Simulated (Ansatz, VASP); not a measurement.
This is a calculation of AlSi2Cl for Ansatz 0.2.0.

The input input.yaml:

```yaml
crystal:
  lattice:
    - [3.777297704, 0.0, 0.0]
    - [-1.888648852, 3.2712357651, 0.0]
    - [0.0, 0.0, 4.9563721431]
  atoms:
    - { symbol: Al, position: [0.66666667, 0.33333333, 0.5] }
    - { symbol: Si, position: [0.0, 0.0, 0.74681759] }
    - { symbol: Si, position: [0.0, 0.0, 0.25318241] }
    - { symbol: Cl, position: [0.33333333, 0.66666667, 0.0] }
kpoints:
  mp_grid: { grid: [8, 8, 6] }
scf:
  occupations: { method: fermi_dirac, width: 0.05 }
hamiltonian:
  xc: pbe
  pseudopotentials: { kind: all_electron, lapw: { basis_error: 0.001 } }
output:
  forces: true
  stress: true
  eigenvalues: true
```

Potentials or basis: all-electron LAPW, scalar-relativistic.

Command:

```console
$ ansatz run input.yaml --threads 2 --pin off --max-ram 6144MiB --backend cpu --events-out ev --progress --plain --runs-dir out
```

Translate it to VASP 6.6.1. Potentials there: VASP PAW PBE potentials, release 64 (Al, Si, Cl).

As run (the cutoff follows the program's own potentials):

The input INCAR:

```
SYSTEM = AlSi2Cl
PREC = Accurate
ENCUT = 520
EDIFF = 1E-6
ISMEAR = -1
SIGMA = 0.05
LREAL = .FALSE.
LASPH = .TRUE.
NELM = 60
ALGO = Normal
ISIF = 2
LWAVE = .FALSE.
LCHARG = .FALSE.
GGA = PE
NBANDS = 17
```

KPOINTS

```
regular mesh
0
G
  8 8 6
  0 0 0
```

File POSCAR:

```
AlSi2Cl
1.0
    3.7772977040      0.0000000000      0.0000000000
   -1.8886488520      3.2712357651      0.0000000000
    0.0000000000      0.0000000000      4.9563721431
Al Si Cl
1 2 1
Direct
    0.6666666700      0.3333333300      0.5000000000
    0.0000000000      0.0000000000      0.7468175900
    0.0000000000      0.0000000000      0.2531824100
    0.3333333300      0.6666666700      0.0000000000
```

Potentials or basis: VASP PAW PBE potentials, release 64 (Al, Si, Cl).

Command:

```sh
$ cat potpaw_PBE.64/Al/POTCAR potpaw_PBE.64/Si/POTCAR potpaw_PBE.64/Cl/POTCAR > POTCAR
$ mpirun -np 1 vasp_std > vasp.out
```

Both were run:

|  | VASP | Ansatz | Ansatz less VASP |
| --- | --- | --- | --- |
| gap on the k mesh at the Fermi level (eV) | none | none | - |
| pressure (GPa) | 24.1 | 24.1 | -0.06 |
| largest component of the traceless stress (GPa) | 5.81 | 5.66 | -0.151 |
| rms of the force components (eV/Å) | 0.350 | 0.350 | -0.0005 |

Atom by atom the forces differ by 0.000 eV/Å (rms over components). A gap of «none» marks a metal or a gap that the smearing closes. Ansatz ran all-electron here, so the differences hold the error of VASP's frozen core and of both bases.

Caveats: so large a pressure means that the cell lies far from this level's equilibrium, or that cutoff or potentials fall short (VASP).
